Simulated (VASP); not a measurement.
Crystal: CuI.

```xyz
2
Lattice="0.0000 3.0000 3.0000 3.0000 0.0000 3.0000 3.0000 3.0000 0.0000" Properties=species:S:1:pos:R:3 pbc="T T T"
Cu    0.0000    0.0000    0.0000
I     1.5000    1.5000    1.5000
```

The cell was built by a generator and needn't be a form met in nature.

```yaml
Program: VASP 6.6.1
Task: relaxation of cell and atoms
Functional: LDA
Potentials_or_basis: VASP PAW LDA potentials, release 64 (Cu, I)
Cutoff: 600 eV
k_mesh: 8 × 8 × 8
Occupations: gaussian, width 0.02 eV
Spin: no spin polarisation
```

At the start: pressure -3.0 GPa; volume 27.00 Å³/atom.

**Question.** How do energy, volume and symmetry change on relaxing?

**Answer.** Over 4 steps the energy falls by 19.0 meV/atom and the volume is 25.24 Å³/atom (-6.5 %); space group F-43m (No. 216, to 0.05 Å).

The path:
```
step  energy change (eV)  largest force (eV/Å)  pressure (GPa)  volume (Å³)
   1              0.0000                0.0000           -3.01        54.00
   2             -0.0376                0.0000            0.34        50.13
   3             -0.0379                0.0000            0.08        50.40
   4             -0.0379                0.0000            0.00        50.49
```

Final structure:
```
Cu I
1.0
     0.00000    2.93345    2.93345
     2.93345    0.00000    2.93345
     2.93345    2.93345    0.00000
Cu I
1 1
Direct
  0.00000 0.00000 0.00000
  0.25000 0.25000 0.25000
```
